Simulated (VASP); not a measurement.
The system is SnO2 (Cassiterite).

```
CELL_PARAMETERS angstrom
4.73800 0.00000 0.00000
0.00000 4.73800 0.00000
0.00000 0.00000 3.18650
ATOMIC_POSITIONS crystal
Sn 0.00000 0.00000 0.00000
Sn 0.50000 0.50000 0.50000
O 0.30710 0.30710 0.00000
O 0.19290 0.80710 0.50000
O 0.69290 0.69290 0.00000
O 0.80710 0.19290 0.50000
```

- Program: VASP 6.6.1
- Task: relaxation of cell and atoms
- Functional: PBE
- Potentials or basis: VASP PAW PBE potentials, release 64 (Sn_d, O)
- Cutoff: 600 eV
- k mesh: 4 × 4 × 6
- Occupations: gaussian, width 0.1 eV
- Spin: no spin polarisation

At the start: pressure 11.6 GPa; volume 11.92 Å³/atom.

Problem. Where does the relaxation end?

Solution. Over 5 steps the energy falls by 23.6 meV/atom and the volume is 12.59 Å³/atom (+5.6 %); space group P4_2/mnm (No. 136, to 0.05 Å).

Step by step:
```
step  energy change (eV)  largest force (eV/Å)  pressure (GPa)  volume (Å³)
   1              0.0000                0.2932           11.59        71.53
   2              0.0627                0.3543          -10.36        80.84
   3             -0.1397                0.0633            0.02        75.49
   4             -0.1397                0.0573            0.23        75.41
   5             -0.1414                0.0028            0.11        75.55
```

Final structure:
```
CELL_PARAMETERS angstrom
4.82423 0.00000 0.00000
0.00000 4.82423 0.00000
0.00000 0.00000 3.24630
ATOMIC_POSITIONS crystal
Sn 0.00000 0.00000 0.00000
Sn 0.50000 0.50000 0.50000
O 0.30652 0.30652 0.00000
O 0.19348 0.80652 0.50000
O 0.69348 0.69348 0.00000
O 0.80652 0.19348 0.50000
```

Caveat: the relaxation stopped at a loose force limit of 0.05 eV/Å, so its end isn't a converged minimum.
